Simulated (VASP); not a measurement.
**A VASP study of BaMnO3 (PBEsol + U): structure first, properties next**

How well does PBEsol + U reproduce what experiment finds for BaMnO3? The cell is relaxed first, and properties follow on it. The steps: full relaxation (PBEsol + U), single point with fields (PBEsol + U), band structure (PBEsol + U), density of states (PBEsol + U), vibrations at Γ (PBEsol + U) and electric field gradients (PBEsol + U). The start is a computed cell from the Materials Project.

Method: PBEsol, DFT+U (Mn d 3 eV), spin-polarised from a ferromagnetic start; plane waves and PAW (Ba_sv, Mn_pv, O), in VASP 6.6.1.

**What experiment says.**

“Engineering crystal structure and spin-phonon coupling in Ba1-xSrxMnO3” (2021, arxiv:2110.12821) reports for BaMnO3, 2H hexagonal perovskite, by powder XRD, Rietveld refinement (solid-state synthesised polycrystal, 300 K): lattice constant a (a of 2H cell) 5.7 ± 0.0008 Å; lattice constant c (c of 2H cell) 4.8161 ± 0.0009 Å.

This is a report of a sequence of runs, with most program output left out.

## Step 1: The structure

Before any relaxation, the start is as follows. Symmetry: P6_3mc, No. 186, hexagonal system. The conventional cell has a = 5.721 Å, b = 5.721 Å, c = 4.882 Å, α = 90.00°, β = 90.00°, γ = 120.00°. Nearest to Ba lie 12 O at 2.87 to 3.12 Å. Mn has 6 O at 1.91 Å nearest. Nearest to O lie 2 Mn at 1.91 Å and 4 Ba at 2.87 to 3.12 Å. Farther neighbours and most contacts between anions are not listed.

## Step 2: Full relaxation (PBEsol + U)

Properties are meant for the cell that this level of theory prefers, so cell and atoms are relaxed first (ISIF = 3) until forces and stress are small; EDIFFG sets the threshold. PBEsol restores the gradient expansion of exchange and is tuned for the cells of solids. A Hubbard U penalises fractional filling of the localised shell, which semilocal functionals favour.

Input file INCAR:

```
SYSTEM = BaMnO3
PREC = Accurate
ENCUT = 520
EDIFF = 1E-06
NELM = 100
ISMEAR = 0
SIGMA = 0.05
LREAL = .FALSE.
ALGO = Normal
GGA = PS
NBANDS = 61
ISPIN = 2
MAGMOM = 0 0 4 4 0 0 0 0 0 0
LDAU = .TRUE.
LDAUTYPE = 2
LDAUL = -1 2 -1
LDAUU = 0 3 0
LDAUJ = 0 0 0
LDAUPRINT = 1
LASPH = .TRUE.
LMAXMIX = 4
LORBIT = 11
LWAVE = .FALSE.
LCHARG = .FALSE.
KPAR = 8
IBRION = 2
NSW = 60
ISIF = 3
EDIFFG = -0.01
```

Input file POSCAR:

```
BaMnO3
1.0
    5.7213085589      0.0000000000      0.0000000000
   -2.8606542794      4.9547985549      0.0000000000
    0.0000000000      0.0000000000      4.8819051900
Ba Mn O
2 2 6
Direct
    0.6666666700      0.3333333300      0.7318277600
    0.3333333300      0.6666666700      0.2318277500
    0.0000000000      0.0000000000      0.4662339400
    0.0000000000      0.0000000000      0.9662339400
    0.1477390600      0.8522609400      0.7160181200
    0.1477390500      0.2954781100      0.7160181200
    0.7045218900      0.8522609400      0.7160181200
    0.8522609400      0.1477390500      0.2160181200
    0.8522609400      0.7045218900      0.2160181200
    0.2954781100      0.1477390600      0.2160181200
```

Input file KPOINTS:

```
Automatic mesh
0
Gamma
5 5 5
0 0 0
```

Potentials, in the order of the species: Ba_sv, Mn_pv and O (PBE family, release 64).

Run with:

```sh
$ mpirun -np 8 vasp_std
```

It took 10 min on 8 MPI ranks of AMD EPYC 9R45, shared host; peak memory 3.9 GiB.

The magnetic state follows from one typed start and may not be the lowest. The gap is read on the k-mesh alone, so it is an upper bound where the band edges lie off the mesh. Direct gaps are counted within one spin. The valence top and the conduction bottom belong to opposite spins. Harder data sets than Ba_sv exist (the GW ones), and pressures, volumes and forces can shift noticeably with them. The PAW data sets were made with PBE, which is usual practice but a small mismatch for other functionals. The run keeps the 12 symmetry operations of its start, so it cannot find a distortion of lower symmetry.

The steps of the relaxation (22 of 33):

```csv
step,energy less that of the first step (eV),largest force (eV/Å),pressure (GPa),volume (Å³)
1,0.0000,0.1327,-0.40,138.39
3,-0.0093,0.0185,-0.30,137.29
4,-0.0093,0.0184,-0.31,137.19
6,-0.0098,0.0214,0.04,136.81
7,-0.0099,0.0152,-0.03,136.77
9,-0.0099,0.0154,0.01,136.78
10,-0.0100,0.0156,0.01,136.79
12,-0.0101,0.0288,-0.11,136.85
13,-0.0101,0.0284,-0.14,136.85
15,-0.0102,0.0262,-0.12,136.83
16,-0.0103,0.0234,-0.07,136.81
18,-0.0108,0.0360,0.15,136.68
19,-0.0111,0.0540,0.40,136.51
21,-0.0112,0.0553,0.43,136.51
22,-0.0115,0.0584,0.45,136.51
24,-0.0122,0.0747,0.66,136.50
25,-0.0130,0.0672,0.50,136.68
27,-0.0137,0.0530,0.18,137.06
28,-0.0140,0.0449,0.19,137.12
30,-0.0147,0.0358,-0.03,137.69
31,-0.0148,0.0106,0.04,137.52
33,-0.0148,0.0079,0.02,137.57
```

```csv
"conventional cell, symmetrised",before,after,change
a (Å),5.721,5.690,-0.5 %
b (Å),5.721,5.690,-0.5 %
c (Å),4.882,4.906,+0.5 %
volume (Å³/atom),13.84,13.76,-0.6 %
```

The atoms that moved most (Å, as changes of fractional coordinates times the final cell):

```csv
atom,dx,dy,dz,length
Ba1,0.000,0.000,0.131,0.131
Ba2,0.000,0.000,0.131,0.131
O7,-0.007,-0.004,-0.035,0.036
O5,0.007,-0.004,-0.035,0.036
O8,-0.007,0.004,-0.035,0.036
O10,0.007,0.004,-0.035,0.036
O6,0.000,0.008,-0.035,0.036
O9,0.000,-0.008,-0.035,0.036
```

Final coordinates:

```xyz
10
Lattice="5.6902 0.0000 0.0000 -2.8451 4.9278 0.0000 0.0000 0.0000 4.9062" Properties=species:S:1:pos:R:3 pbc="T T T"
Ba    2.8451    1.6426    3.7218
Ba    0.0000    3.2852    1.2687
Mn    0.0000    0.0000    2.2601
Mn    0.0000    0.0000    4.7132
O    -1.5774    4.1959    3.4783
O     0.0000    1.4638    3.4783
O     1.5774    4.1959    3.4783
O     4.4225    0.7319    1.0252
O     2.8451    3.4640    1.0252
O     1.2677    0.7319    1.0252
```

This step gave:

- electrons: 82
- bands: 61
- irreducible k-points: 15
- symmetry operations: 12
- free energy (TOTEN): -73.6895 eV
- Fermi energy: 3.105 eV
- pressure: 0.01521 GPa
- moment of the cell, from the last line of the log: 6 μB
- metallic: no
- valence top at k: 0, 0, 0
- conduction bottom at k: 0, 0, 0
- least direct gap on the k-mesh, within one spin: 1.481 eV
- SCF cycles over all ionic steps: 212
- gap on the k-mesh: 1.452 eV

Spin moment in the PAW sphere by atom:

```csv
atom,spin moment in the PAW sphere (μB)
Ba1,0.00
Ba2,0.00
Mn3,2.95
Mn4,2.95
O5,-0.01
O6,-0.01
O7,-0.01
O8,-0.01
O9,-0.01
O10,-0.01
```

It ends with a largest force of 0.008 eV/Å and a pressure of 0.02 GPa.

## Step 3: Single point with fields (PBEsol + U)

A single point on the relaxed cell gives a clean self-consistent state, with density, ELF and potential written out.

INCAR, as its differences from that of step 2:

```diff
@@ -23,7 +23,5 @@
 LWAVE = .FALSE.
-LCHARG = .FALSE.
-KPAR = 8
-IBRION = 2
-NSW = 60
-ISIF = 3
-EDIFFG = -0.01
+LCHARG = .TRUE.
+ISIF = 2
+LELF = .TRUE.
+LVHAR = .TRUE.
```

Input file POSCAR:

```
BaMnO3
1.0
    5.6901590181      0.0000000000      0.0000000000
   -2.8450795090      4.9278222612      0.0000000000
    0.0000000000      0.0000000000      4.9062123212
Ba Mn O
2 2 6
Direct
    0.6666666700      0.3333333300      0.7585902999
    0.3333333300      0.6666666700      0.2585902899
    0.0000000000      0.0000000000      0.4606617244
    0.0000000000      0.0000000000      0.9606617244
    0.1485262014      0.8514737986      0.7089546786
    0.1485261914      0.2970523927      0.7089546786
    0.7029476073      0.8514737986      0.7089546786
    0.8514737986      0.1485261914      0.2089546786
    0.8514737986      0.7029476073      0.2089546786
    0.2970523927      0.1485262014      0.2089546786
```

KPOINTS is that of step 2.

Run with:

```sh
$ mpirun -np 8 vasp_std
```

Run time: 38 s. Hardware: 8 MPI ranks; peak memory 1.3 GiB.

With spin, VASP writes an ELF for each channel.

Numbers from this step:

| Item | Value |
| --- | --- |
| SCF cycles | 18 |
| bands | 64 |
| free energy (TOTEN) | -73.6886 eV |
| Fermi energy | 3.050 eV |
| pressure | 0.01457 GPa |

Valence electrons inside each PAW sphere by angular momentum. Sphere charges, by row:

```csv
atom,s (e),p (e),d (e),tot (e)
Ba1,1.994,5.618,0.252,7.864
Ba2,1.994,5.618,0.252,7.864
Mn3,0.372,6.506,4.941,11.82
Mn4,0.372,6.506,4.941,11.82
O5,1.564,3.417,0,4.982
O6,1.564,3.417,0,4.982
O7,1.564,3.417,0,4.982
O8,1.564,3.417,0,4.982
O9,1.564,3.417,0,4.982
O10,1.564,3.417,0,4.982
```

Spin density in the ac plane at fractional y = 0.297, with atoms of Ba and O within 0.2 Å of it.

Ten even steps from '0' (-4.60 × 1e-2 e/Å³) to '9' (8.65 × 1e-2 e/Å³), each cell a mean:
```
3333333333333333
3322333333333333
4403433333333333
5949743333333333
4403433333333333
3322333333333333
3333333333333333
3343333333333333
3333333333333333
4333454333333345
4333454333333345
3333333333333333
3343333333333333
```
Columns run along a (5.7 Å), rows up along c (4.9 Å). Atoms in or near the plane, at fractional coordinates: Ba at (0.67, 0.76), O at (0.15, 0.71).

Electrostatic potential energy in the ac plane at fractional y = 0.297, with atoms of Ba and O within 0.2 Å of it. With pseudopotentials it is smooth inside the atoms' cores, unlike the true potential.

Values in eV, 13 rows by 16 columns, each cell a mean:
```
  4   3   3   3   4   4   3  -1  -6  -9 -11 -10  -7  -2   2   4
  4   1  -2   0   3   4   1  -4 -11 -17 -21 -19 -13  -6   0   3
  1 -19 -28 -23  -3   3   0  -6 -14 -23 -29 -25 -17  -8  -2   3
 -2 -28 -30 -29 -11   3   0  -6 -13 -22 -27 -24 -16  -8  -1   3
  1 -18 -28 -23  -3   4   2  -4  -9 -15 -18 -16 -11  -5   0   3
  4   0  -5  -2   3   4   3   0  -4  -8  -9  -9  -6  -1   2   4
  4   3   2   3   4   4   4   3   1  -1  -2  -2   0   2   4   4
  4   3   2   3   4   4   5   4   4   3   3   3   4   4   5   4
  4   3   3   3   3   3   4   5   5   5   5   5   5   5   4   3
  3   3   3   3   3   1   1   4   5   5   5   5   5   4   1   1
  3   3   3   3   3   0   0   3   5   5   5   5   5   4   1   0
  4   4   3   3   4   3   3   4   4   3   2   3   4   4   3   3
  4   3   3   3   4   4   4   3   0  -2  -4  -3   0   2   4   4
```
Columns run along a (5.7 Å; values clipped at the 3rd and 97th percentile), rows up along c (4.9 Å). Atoms in or near the plane, at fractional coordinates: Ba at (0.67, 0.76), O at (0.15, 0.71).

ELF of down spins in the ac plane at fractional y = 0.297, with atoms of Ba and O within 0.2 Å of it. It is the smooth field of the valence electrons, not physical close to the nuclei.

Values, 13 rows by 16 columns, each cell a mean:
```
0.11 0.24 0.34 0.29 0.15 0.07 0.05 0.17 0.57 0.83 0.87 0.85 0.67 0.28 0.06 0.06
0.44 0.69 0.76 0.73 0.54 0.18 0.09 0.49 0.85 0.87 0.83 0.85 0.87 0.64 0.16 0.10
0.71 0.81 0.74 0.79 0.78 0.37 0.13 0.62 0.87 0.78 0.58 0.71 0.86 0.75 0.24 0.21
0.78 0.76 0.50 0.67 0.82 0.46 0.13 0.59 0.87 0.80 0.63 0.73 0.86 0.73 0.22 0.28
0.73 0.80 0.72 0.78 0.78 0.41 0.10 0.43 0.83 0.88 0.85 0.87 0.86 0.59 0.14 0.25
0.47 0.69 0.76 0.72 0.55 0.22 0.05 0.17 0.56 0.81 0.86 0.83 0.66 0.28 0.06 0.13
0.13 0.27 0.35 0.30 0.17 0.08 0.06 0.04 0.12 0.33 0.47 0.39 0.18 0.06 0.05 0.07
0.15 0.08 0.07 0.08 0.13 0.25 0.30 0.20 0.07 0.03 0.05 0.04 0.06 0.17 0.29 0.28
0.44 0.16 0.06 0.12 0.35 0.60 0.67 0.57 0.29 0.06 0.01 0.04 0.21 0.49 0.66 0.65
0.63 0.25 0.07 0.18 0.51 0.77 0.81 0.73 0.47 0.11 0.02 0.07 0.36 0.67 0.80 0.80
0.65 0.26 0.08 0.19 0.53 0.78 0.81 0.73 0.43 0.10 0.02 0.06 0.32 0.65 0.80 0.81
0.49 0.19 0.07 0.14 0.40 0.64 0.68 0.50 0.19 0.05 0.04 0.05 0.14 0.41 0.64 0.68
0.17 0.08 0.06 0.07 0.14 0.26 0.26 0.12 0.11 0.30 0.47 0.37 0.16 0.11 0.23 0.28
```
Columns run along a (5.7 Å), rows up along c (4.9 Å). Atoms in or near the plane, at fractional coordinates: Ba at (0.67, 0.76), O at (0.15, 0.71).

In this run the pressure is 0.01 GPa, small enough to go on.

## Step 4: Band structure (PBEsol + U)

Levels along the symmetry lines show where the bands peak and cross; KPOINTS_OPT computes them in the converged potential.

INCAR, as its differences from that of step 3:

```diff
@@ -10,5 +10,5 @@
 GGA = PS
-NBANDS = 61
+NBANDS = 74
 ISPIN = 2
-MAGMOM = 0 0 4 4 0 0 0 0 0 0
+MAGMOM = 0.004 0.004 2.948 2.948 -0.01 -0.01 -0.01 -0.01 -0.01 -0.01
 LDAU = .TRUE.
@@ -23,5 +23,3 @@
 LWAVE = .FALSE.
-LCHARG = .TRUE.
-ISIF = 2
-LELF = .TRUE.
-LVHAR = .TRUE.
+LCHARG = .FALSE.
+KPAR = 8
```

POSCAR is that of step 3.

KPOINTS is that of step 3.

Input file KPOINTS_OPT:

```
Line mode
12
Line-mode
Reciprocal
  0.00000000   0.00000000   0.00000000 GAMMA
  0.50000000   0.00000000   0.00000000 M

  0.50000000   0.00000000   0.00000000 M
  0.33333333   0.33333333   0.00000000 K

  0.33333333   0.33333333   0.00000000 K
  0.00000000   0.00000000   0.00000000 GAMMA

  0.00000000   0.00000000   0.00000000 GAMMA
  0.00000000   0.00000000   0.50000000 A

  0.00000000   0.00000000   0.50000000 A
  0.50000000   0.00000000   0.50000000 L

  0.50000000   0.00000000   0.50000000 L
  0.33333333   0.33333333   0.50000000 H

  0.33333333   0.33333333   0.50000000 H
  0.00000000   0.00000000   0.50000000 A

  0.50000000   0.00000000   0.50000000 L
  0.50000000   0.00000000   0.00000000 M

  0.33333333   0.33333333   0.00000000 K
  0.33333333   0.33333333   0.50000000 H
```

Run with:

```sh
$ mpirun -np 8 vasp_std
```

The job ended after 2.6 min (8 MPI ranks; peak memory 4.7 GiB).

This step gave:

```yaml
bands: 74
fermi_energy: 3.055 eV
pressure: 0.002195 GPa
moment_of_the_cell_from_the_last_line_of_the_log: 6.000 μB
least_gap_on_mesh_and_path: 1.451 eV
least_direct_gap_on_mesh_and_path: 1.480 eV
```

Spin up. The electronic bands at the labelled points (eV, zero at the valence-band top; v1 is the highest filled band, c1 the lowest empty one):

```csv
point,v4,v3,v2,v1,c1,c2,c3,c4
Γ,-0.50,-0.17,0.00,0.00,2.31,2.31,3.23,3.23
0.45 of the way,-0.59,-0.29,-0.28,-0.03,2.42,2.46,2.87,3.21
M,-0.60,-0.60,-0.56,-0.09,2.46,2.57,2.64,3.20
0.45 of the way,-0.75,-0.55,-0.48,-0.17,2.51,2.62,2.63,3.09
K,-0.75,-0.54,-0.36,-0.36,2.60,2.60,2.82,2.82
0.45 of the way,-0.72,-0.48,-0.30,-0.11,2.48,2.55,2.75,3.13
Γ,-0.50,-0.17,0.00,0.00,2.31,2.31,3.23,3.23
0.55 of the way,-0.45,-0.33,-0.14,-0.14,2.58,2.58,2.90,2.90
A,-0.33,-0.33,-0.33,-0.33,2.62,2.62,2.62,2.62
0.45 of the way,-0.51,-0.51,-0.38,-0.38,2.53,2.53,2.64,2.64
L,-0.65,-0.65,-0.46,-0.46,2.39,2.39,2.64,2.64
0.45 of the way,-0.64,-0.64,-0.50,-0.50,2.41,2.41,2.61,2.61
H,-0.63,-0.63,-0.55,-0.55,2.43,2.43,2.58,2.58
0.45 of the way,-0.59,-0.59,-0.43,-0.43,2.49,2.49,2.62,2.62
A,-0.33,-0.33,-0.33,-0.33,2.62,2.62,2.62,2.62
jump to L,-0.65,-0.65,-0.46,-0.46,2.39,2.39,2.64,2.64
0.45 of the way,-0.75,-0.59,-0.57,-0.20,2.31,2.59,2.67,2.84
M,-0.60,-0.60,-0.56,-0.09,2.46,2.57,2.64,3.20
jump to K,-0.75,-0.54,-0.36,-0.36,2.60,2.60,2.82,2.82
0.55 of the way,-0.65,-0.58,-0.43,-0.43,2.42,2.42,2.77,2.77
H,-0.63,-0.63,-0.55,-0.55,2.43,2.43,2.58,2.58
```

Of the projections kept (Ba, Mn, O), the largest for each band there; the rest of the weight can lie on other orbitals:

```csv
point,v4,v3,v2,v1,c1,c2,c3,c4
Γ,O 0.94,O 1.00,O 0.58,O 0.58,Mn 0.57,Mn 0.57,Mn 0.55,Mn 0.55
M,Mn 0.51,O 0.93,O 0.91,O 0.57,Mn 0.64,Mn 0.56,Mn 0.56,Mn 0.56
K,O 0.95,O 0.95,O 0.52,O 0.52,Mn 0.57,Mn 0.57,Mn 0.59,Mn 0.59
Γ,O 0.94,O 1.00,O 0.58,O 0.58,Mn 0.57,Mn 0.57,Mn 0.55,Mn 0.55
A,O 0.83,O 0.83,O 0.83,O 0.83,Mn 0.58,Mn 0.58,Mn 0.58,Mn 0.58
L,O 0.53,O 0.53,O 0.79,O 0.79,Mn 0.62,Mn 0.62,Mn 0.58,Mn 0.58
```

Spin down. The electronic bands at the labelled points (eV, zero at the valence-band top; v1 is the highest filled band, c1 the lowest empty one):

```csv
point,v4,v3,v2,v1,c1,c2,c3,c4
Γ,-0.79,-0.50,-0.50,-0.03,1.45,2.54,2.54,3.40
0.45 of the way,-0.99,-0.80,-0.57,-0.15,1.59,2.60,2.63,3.39
M,-1.19,-0.81,-0.59,-0.37,1.70,2.68,2.73,3.42
0.45 of the way,-1.31,-0.81,-0.75,-0.38,1.73,2.69,2.73,3.45
K,-1.16,-1.16,-0.81,-0.41,1.78,2.71,2.71,3.53
0.45 of the way,-1.13,-0.80,-0.69,-0.25,1.66,2.64,2.68,3.42
Γ,-0.79,-0.50,-0.50,-0.03,1.45,2.54,2.54,3.40
0.55 of the way,-0.73,-0.44,-0.44,-0.19,2.04,2.91,2.91,3.35
A,-0.55,-0.55,-0.47,-0.47,2.98,2.98,3.20,3.20
0.45 of the way,-0.71,-0.71,-0.57,-0.57,3.02,3.02,3.18,3.18
L,-0.91,-0.91,-0.67,-0.67,3.03,3.03,3.21,3.21
0.45 of the way,-0.94,-0.94,-0.75,-0.75,3.05,3.05,3.16,3.16
H,-0.99,-0.99,-0.92,-0.92,3.05,3.05,3.14,3.14
0.45 of the way,-0.80,-0.80,-0.67,-0.67,3.06,3.06,3.14,3.14
A,-0.55,-0.55,-0.47,-0.47,2.98,2.98,3.20,3.20
jump to L,-0.91,-0.91,-0.67,-0.67,3.03,3.03,3.21,3.21
0.45 of the way,-1.18,-1.11,-0.58,-0.56,2.28,2.93,2.98,3.30
M,-1.19,-0.81,-0.59,-0.37,1.70,2.68,2.73,3.42
jump to K,-1.16,-1.16,-0.81,-0.41,1.78,2.71,2.71,3.53
0.55 of the way,-1.21,-0.92,-0.92,-0.63,2.35,2.94,2.94,3.37
H,-0.99,-0.99,-0.92,-0.92,3.05,3.05,3.14,3.14
```

Of the projections kept (Ba, Mn, O), the largest for each band there; the rest of the weight can lie on other orbitals:

```csv
point,v4,v3,v2,v1,c1,c2,c3,c4
Γ,O 0.94,O 0.94,O 0.94,O 1.00,Mn 0.89,Mn 0.95,Mn 0.95,Mn 0.77
M,O 0.91,O 0.95,O 0.93,O 0.95,Mn 0.85,Mn 0.99,Mn 0.99,Mn 0.86
K,O 0.91,O 0.91,O 0.95,O 0.95,Mn 0.83,Mn 0.99,Mn 0.99,Mn 0.84
Γ,O 0.94,O 0.94,O 0.94,O 1.00,Mn 0.89,Mn 0.95,Mn 0.95,Mn 0.77
A,O 0.93,O 0.93,O 1.00,O 1.00,Mn 0.87,Mn 0.87,Mn 0.88,Mn 0.88
L,O 0.91,O 0.91,O 0.94,O 0.94,Mn 0.89,Mn 0.89,Mn 0.86,Mn 0.86
```

The path finds the gap of the mesh within 0.02 eV, so the mesh comes close to both band edges.

## Step 5: Density of states (PBEsol + U)

A density of states needs more k-points than a total energy; ISMEAR = -5 takes tetrahedra, and LORBIT projects the states on the PAW spheres. The mesh is finer than in the run before.

INCAR, as its differences from that of step 4:

```diff
@@ -5,3 +5,3 @@
 NELM = 100
-ISMEAR = 0
+ISMEAR = -5
 SIGMA = 0.05
@@ -25 +25,2 @@
 KPAR = 8
+NEDOS = 2001
```

POSCAR is that of step 4.

Input file KPOINTS:

```
Automatic mesh
0
Gamma
7 7 7
0 0 0
```

Run with:

```sh
$ mpirun -np 8 vasp_std
```

It took 73 s on 8 MPI ranks; peak memory 4.8 GiB.

This step gave:

```yaml
scf_cycles: 17
irreducible_k_points: 32
free_energy_toten: -73.6887 eV
fermi_energy: 2.812 eV
pressure: 0.02699 GPa
least_direct_gap_on_the_k_mesh_within_one_spin: 1.480 eV
```

The density of states has structure finer than the step of the table below, so its rows give means over 0.5 eV, whole bins alone (the curve runs from -12.0 to 5.93 eV). Peaks (eV: height): total down -10.62: 13.3, -3.29: 18.5, 3.36: 8.73, 4.27: 13.9; total up -10.62: 13.1, -10.32: 12.0, -4.43: 14.0, -0.57: 12.2; O p up -4.43: 4.04, -0.95: 5.07, -0.57: 7.33, 2.53: 3.37; O p down -3.29: 9.14, -1.02: 4.49, -0.65: 4.51, 4.27: 2.25; Mn d up -4.43: 7.72, -4.12: 3.22, 2.53: 5.55, 2.68: 4.59.

States under -12.0 eV and over 5.9 eV are left out. The density of states by energy, zero at the valence-band top; means over each step; 7 of 16 lines; values in states/eV/cell:

```csv
energy (eV),total down,total up,O p up,O p down,Mn d up,Mn d down,Mn p up
-11.5,0,0,0,0,0,0,0
-11.0,1.16,1.44,0.0298,0.0222,0.0115,0.00424,0.00160
-10.5,10.2,10.1,0.126,0.120,0.0524,0.0260,0.00818
-10.0,0.634,0.438,0.00224,0.00338,0.00120,8.3e-4,2.7e-4
-9.5,0,0,0,0,0,0,0
-9.0,0,0,0,0,0,0,0
-8.5,0,0,0,0,0,0,0
-8.0,0,0,0,0,0,0,0
-7.5,0,0,0,0,0,0,0
-7.0,0,0.00141,2.9e-4,0,7.6e-4,0,1.9e-6
-6.5,0,0.773,0.146,0,0.439,0,0.00370
-6.0,0,0.779,0.161,0,0.427,0,0.0127
-5.5,0,2.63,0.610,0,1.34,0,0.0280
-5.0,0.134,3.77,0.987,0.0588,1.68,0.0193,0.0636
-4.5,2.02,4.15,1.15,0.939,2.18,0.206,0.0328
-4.0,3.21,5.11,1.91,1.53,1.96,0.415,0.0834
-3.5,7.45,3.36,1.29,3.65,1.14,1.60,0.0928
-3.0,6.37,2.26,0.834,3.33,0.790,0.817,0.0642
-2.5,2.99,2.71,1.23,1.69,0.585,0.201,0.121
-2.0,2.29,3.60,1.61,1.34,0.898,0.200,0.136
-1.5,2.12,3.79,1.83,1.32,0.865,0.113,0.121
-1.0,5.39,6.25,3.30,3.63,1.33,0.0923,0.0808
-0.5,3.75,7.44,4.46,2.66,1.15,0.0194,0.0758
0.0,0.279,1.36,0.673,0.206,0.395,3.5e-4,8.0e-4
0.5,0,0,0,0,0,0,0
1.0,0,0,0,0,0,0,0
1.5,0.273,0,0,0.0326,0,0.196,0
2.0,0.823,0.0216,0.00616,0.117,0.0110,0.584,7.2e-6
2.5,1.54,6.08,1.89,0.0992,3.09,1.27,0.00239
3.0,3.97,1.87,0.621,0.246,0.945,3.27,0.00121
3.5,4.12,0.0151,0.00559,0.509,0.00763,3.17,0
4.0,2.85,0,0,0.411,0,2.01,0
4.5,5.89,0,0,1.01,0,3.85,0
5.0,0.520,0,0,0.112,0,0.325,0
5.5,0.0823,0.281,0.0176,0.00564,0.00428,0.00533,0.00408
```

The gap on this mesh is 1.45 eV. In the top eV of the valence band the largest shares in the PAW spheres are O p 62 % and Mn d 12 %. The rest lies in smaller channels or between the spheres.

[end of part 1 of 2]

[Lines on the potential files, build, host, timing and source positions are cut from VASP's logs without a mark.]

[Logs are printed without paths, hosts, clocks, repeated set-up lines and the standing remarks that a program may print on its own settings, such as how far it seeks lower states.]

[Hosts, paths, dates, database ids (printed as entryN), source tags and the programs' standing remarks are cut or masked in the printed files.]

[A measured line is paired with the nearest computed mode of its activity, which favours agreement.]
